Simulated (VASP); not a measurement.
An input for Quantum ESPRESSO's pw.x (written as the equivalent of a VASP run, and not itself run):

```
&CONTROL
  calculation = 'scf'
  pseudo_dir = './pseudo'
  outdir = './out'
  tprnfor = .true.
  tstress = .true.
/
&SYSTEM
  ibrav = 0
  nat = 4
  ntyp = 2
  ecutwfc = 80
  occupations = 'tetrahedra'
  input_dft = 'pbesol'
/
&ELECTRONS
  conv_thr = 7.3e-09
  electron_maxstep = 100
/
ATOMIC_SPECIES
  Ga 69.723 Ga.upf
  Au 196.967 Au.upf
CELL_PARAMETERS angstrom
     0.0000000    3.2754071    3.2754071
     3.2754071   -0.0000000    3.2754071
     3.2754071    3.2754071    0.0000000
ATOMIC_POSITIONS crystal
  Ga   0.2500000  0.2500000  0.2500000
  Ga   0.7500000  0.7500000  0.7500000
  Ga   0.5000000  0.5000000  0.5000000
  Au   0.0000000  0.0000000  0.0000000
K_POINTS automatic
  9 9 9 0 0 0
```

Q: Translate this input to VASP (INCAR, KPOINTS, POSCAR, choice of POTCAR).

A: Several could match; the one computed here: 
### POSCAR
```
Ga3Au
1
    0.0000000000     3.2754070580     3.2754070580
    3.2754070580    -0.0000000000     3.2754070580
    3.2754070580     3.2754070580     0.0000000000
Ga Au
3 1
Direct
  0.2500000000   0.2500000000   0.2500000000
  0.7500000000   0.7500000000   0.7500000000
  0.5000000000   0.5000000000   0.5000000000
  0.0000000000   0.0000000000   0.0000000000
```

### KPOINTS
```
Automatic mesh
0
Gamma
9 9 9
0 0 0
```

INCAR:
```
# general
SYSTEM  = Ga3Au
PREC    = Accurate
ENCUT   = 400
LREAL   = .FALSE.
LASPH   = .TRUE.

# electronic loop
EDIFF   = 1E-7
NELM    = 100
ALGO    = Normal
LMAXMIX = 6

# smearing
ISMEAR  = -5

# functional
GGA     = PS

# ions
ISIF    = 2

# output
LWAVE   = .FALSE.
LCHARG  = .TRUE.
LORBIT  = 11
NEDOS   = 601

# other
LEFG    = .TRUE.
```

POTCAR, in this order: Ga_d Au (PBE.64 set). Program: vasp_std.

Limits of the translation: the potentials are each code's own (VASP's PAW set, PseudoDojo norm-conserving files in pw.x), so ENCUT and ecutwfc are chosen apart and not converted; conv_thr bounds pw.x's estimated SCF error, while EDIFF bounds the energy change between steps; the field gradients of LEFG aren't asked of the other code.

The structure comes from a computed database's Ga3Au entry (Fm-3m); how it stands against other phases isn't given here. It was relaxed first, which changed the volume by -5 %.
